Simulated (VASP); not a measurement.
BaOsF3:

```
CELL_PARAMETERS angstrom
4.07506 0.00000 0.00000
0.00000 4.07506 0.00000
0.00000 0.00000 4.07506
ATOMIC_POSITIONS crystal
Os 0.00000 0.00000 0.00000
Ba 0.50000 0.50000 0.50000
F 0.50000 0.00000 0.00000
F 0.00000 0.50000 0.00000
F 0.00000 0.00000 0.50000
```

The cell was built by a generator and needn't be a form met in nature.

Base run:

* Program: VASP 6.6.1
* Functional: r2SCAN
* Potentials or basis: VASP PAW PBE potentials, release 64 (Os, Ba_sv, F)
* Cutoff: 520 eV
* k mesh: 5 × 5 × 5
* Occupations: gaussian, width 0.0264 eV
* Spin: no spin polarisation

Its results: band gap on the k mesh none (metal or under the smearing width); pressure 30.4 GPa.

Problem. The run is repeated on the same cell with these changes: spin from no spin polarisation to collinear spin, typed start; further incar settings from ALGO = Normal; EDIFF = 1e-07; NBANDS = 28 to ALGO = Normal; EDIFF = 1e-07; NBANDS = 32. What comes out?

Solution. Band gap on the k mesh none (metal or under the smearing width); pressure 30.4 GPa; net moment 0.20 μB per cell; site moments Os +0.23; Ba -0.02; F -0.00 μB.

Caveats: a pressure of tens of GPa on the cell as given is suspect, and the run, the potentials or the cell itself is likely at fault; the PAW data sets were made with another functional, which shifts forces and pressure a little; an odd number of electrons without spin polarisation forces a metal (some runs); a magnetic or distorted state may lie lower (some runs).

Not every run made on this cell is shown here.
